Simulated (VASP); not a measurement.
Computed with PBE GGA, VASP's PBE PAW potentials (set 64) (plane waves; VASP).

Input for VASP

File KPOINTS:
```
Automatic mesh
0
Gamma
14 14 14
0 0 0
```

INCAR:
```
ALGO  =  Normal
EDIFF  =  1E-6
ENCUT  =  400
GGA  =  PE
ISIF  =  2
ISMEAR  =  1
LASPH  =  .True.
LCHARG  =  .False.
LMAXMIX  =  6
LREAL  =  .False.
LWAVE  =  .False.
NELM  =  100
PREC  =  Accurate
SIGMA  =  0.1
SYSTEM  =  HfN
```

File POSCAR:
```
HfN
2.255860
  0.0000000000   1.0000000000   1.0000000000
  1.0000000000   0.0000000000   1.0000000000
  1.0000000000   1.0000000000   0.0000000000
Hf N
1 1
Cart
  0.0014420000   0.0077080000   0.0009080000
  0.9985580000   0.9922920000   0.9990920000
```

POTCAR, in this order: Hf_pv N (PBE.64 set). Program: vasp_std.

What VASP printed:

OUTCAR:
```
 ion  position               nearest neighbor table
   1  0.004  0.997  0.004-   2 2.22   2 2.25   2 2.25   2 2.26   2 2.26   2 2.29
   2  0.496  0.503  0.496-   1 2.22   1 2.25   1 2.25   1 2.26   1 2.26   1 2.29
  LATTYP: Found a face centered cubic cell.
 ALAT       =     4.5117200000
 Subroutine PRICEL returns:
 Original cell was already a primitive cell.
 Subroutine GETGRP returns: Found  1 space group operations
The static configuration has the point symmetry C_1 .
The dynamic configuration has the point symmetry C_1 .
 Subroutine INISYM returns: Found  1 space group operations
 Subroutine IBZKPT returns following result:
 Found   1376 irreducible k-points:

 Following reciprocal coordinates:
            Coordinates               Weight
  0.000000  0.000000  0.000000      1.000000
  0.071429  0.000000  0.000000      2.000000
  0.000000  0.071429  0.000000      2.000000
  0.000000  0.000000  0.071429      2.000000
  0.071429  0.071429  0.071429      2.000000
  0.142857  0.000000  0.000000      2.000000
  0.000000  0.142857  0.000000      2.000000
  0.000000  0.000000  0.142857      2.000000
  0.142857  0.142857  0.142857      2.000000
  0.214286  0.000000  0.000000      2.000000
  0.000000  0.214286  0.000000      2.000000
  0.000000  0.000000  0.214286      2.000000
  0.214286  0.214286  0.214286      2.000000
  0.285714  0.000000  0.000000      2.000000
  0.000000  0.285714  0.000000      2.000000
  0.000000  0.000000  0.285714      2.000000
  0.285714  0.285714  0.285714      2.000000
  0.357143  0.000000  0.000000      2.000000
  0.000000  0.357143  0.000000      2.000000
  0.000000  0.000000  0.357143      2.000000
  0.357143  0.357143  0.357143      2.000000
  0.428571  0.000000  0.000000      2.000000
  0.000000  0.428571  0.000000      2.000000
  0.000000  0.000000  0.428571      2.000000
  0.428571  0.428571  0.428571      2.000000
  0.500000  0.000000  0.000000      1.000000
  0.000000  0.500000  0.000000      1.000000
  0.000000  0.000000  0.500000      1.000000
  0.500000  0.500000  0.500000      1.000000
  0.071429  0.071429  0.000000      2.000000
  0.000000  0.071429  0.071429      2.000000
  0.071429  0.000000  0.071429      2.000000
  0.142857  0.071429  0.000000      2.000000
  0.000000  0.142857  0.071429      2.000000
  0.071429  0.000000  0.142857      2.000000
  0.071429  0.071429 -0.071429      2.000000
  0.142857  0.071429  0.142857      2.000000
  0.071429  0.142857  0.000000      2.000000
  0.071429 -0.071429 -0.071429      2.000000
  0.142857  0.142857  0.071429      2.000000
   k-points           NKPTS =   1376   k-points in BZ     NKDIM =   1376   number of bands    NBANDS=     11
   number of dos      NEDOS =    301   number of ions     NIONS =      2
   total plane-waves  NPLWV =  13824
   dimension x,y,z NGX =    24 NGY =   24 NGZ =   24
   dimension x,y,z NGXF=    48 NGYF=   48 NGZF=   48
   ions per type =               1   1
   PREC   = accura    normal or accurate (medium, high low for compatibility)
   ISTART =      0    job   : 0-new  1-cont  2-samecut
   ICHARG =      2    charge: 1-file 2-atom 10-const
   ISPIN  =      1    spin polarized calculation?
   LNONCOLLINEAR =      F non collinear calculations
   LSORBIT =      F    spin-orbit coupling
   INIWAV =      1    electr: 0-lowe 1-rand  2-diag
   ENCUT  =  400.0 eV  29.40 Ry    5.42 a.u.   5.20  5.20  5.20*2*pi/ulx,y,z
   NELM   =    100;   NELMIN=  2; NELMDL= -5     # of ELM steps
   EDIFF  = 0.1E-05   stopping-criterion for ELM
   LREAL  =      F    real-space projection
   NLSPLINE    = F    spline interpolate recip. space projectors
   LMAXMIX     =    6 max onsite mixed and CHGCAR
...
```

**OSZICAR**
```
       N       E                     dE             d eps       ncg     rms          rms(c)
DAV:   1     0.300187764149E+02    0.30019E+02   -0.71419E+03 30468   0.105E+03
DAV:   2    -0.229435755747E+02   -0.52962E+02   -0.50008E+02 39235   0.221E+02
DAV:   3    -0.247065920272E+02   -0.17630E+01   -0.17469E+01 38750   0.354E+01
DAV:   4    -0.247208995027E+02   -0.14307E-01   -0.14253E-01 35608   0.322E+00
DAV:   5    -0.247211430865E+02   -0.24358E-03   -0.24318E-03 39752   0.298E-01    0.498E+01
DAV:   6    -0.218264480046E+02    0.28947E+01   -0.15413E+01 34610   0.273E+01    0.418E+01
DAV:   7    -0.217636290242E+02    0.62819E-01   -0.63368E-01 34862   0.722E+00    0.263E+01
DAV:   8    -0.217504039039E+02    0.13225E-01   -0.11750E-01 35747   0.315E+00    0.538E+00
DAV:   9    -0.217417746481E+02    0.86293E-02   -0.51991E-02 35525   0.153E+00    0.146E+00
DAV:  10    -0.217413355698E+02    0.43908E-03   -0.25409E-03 35453   0.441E-01    0.200E-01
DAV:  11    -0.217413502865E+02   -0.14717E-04   -0.11975E-04 37639   0.110E-01    0.662E-02
DAV:  12    -0.217413465452E+02    0.37413E-05   -0.12963E-05 35511   0.324E-02    0.188E-02
DAV:  13    -0.217413464097E+02    0.13550E-06   -0.51041E-07 19087   0.788E-03
   1 F= -.21741346E+02 E0= -.21741102E+02  d E =-.734652E-03
```

**OUTCAR**
```
------------------------ aborting loop because EDIFF is reached ----------------------------------------
  FORCE on cell =-STRESS in cart. coord.  units (eV):
  Direction    XX          YY          ZZ          XY          YZ          ZX
  --------------------------------------------------------------------------------------
  Total        0.1583208      0.2165811      0.1569972     -0.0040837     -0.0025695     -0.0004491
  in kB       11.0479636     15.1134865     10.9555986     -0.2849718     -0.1793029     -0.0313370
  external PRESSURE =      12.3723496 kB  Pullay stress =       0.0000000 kB
  volume of cell :       22.96
      direct lattice vectors                 reciprocal lattice vectors
     0.000000000  2.255860000  2.255860000    -0.221644960  0.221644960  0.221644960
     2.255860000  0.000000000  2.255860000     0.221644960 -0.221644960  0.221644960
     2.255860000  2.255860000  0.000000000     0.221644960  0.221644960 -0.221644960
 POSITION                                       TOTAL-FORCE (eV/Angst)
 -----------------------------------------------------------------------------------
      2.25911      0.01739      2.25791        -0.079212     -0.429038     -0.049857
      2.25261      2.23847      2.25381         0.079212      0.429038      0.049857
 -----------------------------------------------------------------------------------
    total drift:                                0.000031      0.000100      0.000020
  FREE ENERGIE OF THE ION-ELECTRON SYSTEM (eV)
  ---------------------------------------------------
  free  energy   TOTEN  =       -21.7413464097 eV

  energy  without entropy=      -21.7406117580  energy(sigma->0) =      -21.74110153
```
(Selected blocks of OUTCAR.)

At this cut-off the stress carries a Pulay error, which pulls relaxed volumes low.

The structure comes from a computed database's HfN entry; how it stands against other phases isn't given here. The cell was not relaxed at this level, atoms are displaced from their ideal sites. The run is one of a series of settings (KPOINTS 14×14×14 Γ-centred mesh against the base run), some of them coarse on purpose. The electron count is odd and the run is not spin-polarised, which forces a metal.
